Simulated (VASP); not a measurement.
Crystal: TcSe2.

```
Tc Se
1.0
     0.00000    3.14575    3.14575
     3.14575    0.00000    3.14575
     3.14575    3.14575    0.00000
Tc Se
1 2
Direct
  0.00000 0.00000 0.00000
  0.25000 0.25000 0.25000
  0.75000 0.75000 0.75000
```

The cell comes from a database or a generator and needn't be the stable form of this composition.

Base run:

```yaml
Program: VASP 6.6.1
Functional: PBE
Potentials_or_basis: VASP PAW PBE potentials, release 64 (Tc_pv, Se)
Cutoff: 520 eV
k_mesh: 5 × 5 × 5
Occupations: gaussian, width 0.05 eV
Spin: collinear spin, ferromagnetic start
Starting_moments: "[0.5, 0.0, 0.0] μB"
Hubbard_terms: Tc d U = 8 eV
```

Its results: band gap on the k mesh none (metal or under the smearing width); pressure 16.5 GPa; net moment 3.19 μB per cell; site moments Tc +4.14; Se -0.38 μB.

**Question.** The run is repeated on the same cell with these changes: hubbard terms from Tc d U = 8 eV to Tc d U = 4 eV; further incar settings from ALGO = Fast; EDIFF = 1e-06; NBANDS = 24 to ALGO = Normal; EDIFF = 1e-07. What comes out?

**Answer.** Band gap on the k mesh none (metal or under the smearing width); pressure -5.7 GPa; net moment 1.05 μB per cell; site moments Tc +1.32; Se -0.10 μB.
